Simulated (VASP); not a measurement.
Data:

```
Ru
1.0
    1.36577    -2.36559     0.00000
    1.36577     2.36559     0.00000
    0.00000     0.00000     4.30407
Ru
2
Direct
  0.33333   0.66667   0.25000
  0.66667   0.33333   0.75000
```

These are revPBE GGA, VASP's PBE PAW potentials (set 64) (plane waves; VASP 6.6.1) values and carry that method's errors. Settings: 520 eV cut-off, 17×17×10 Γ-centred mesh, tetrahedra with Blöchl corrections, potentials Ru_pv.

What does the run give for the energy per atom (σ→0), band gap (on the k-mesh) with the smallest direct gap where there is one?

The band gap (on the k-mesh) is none (metal, semimetal or under 0.01 eV) and the energy per atom (σ→0) is -8724 meV/atom.

Total energies compare only between runs with the same potentials, cut-off and functional.

The compound is Ru in the hcp structure. It was relaxed first.
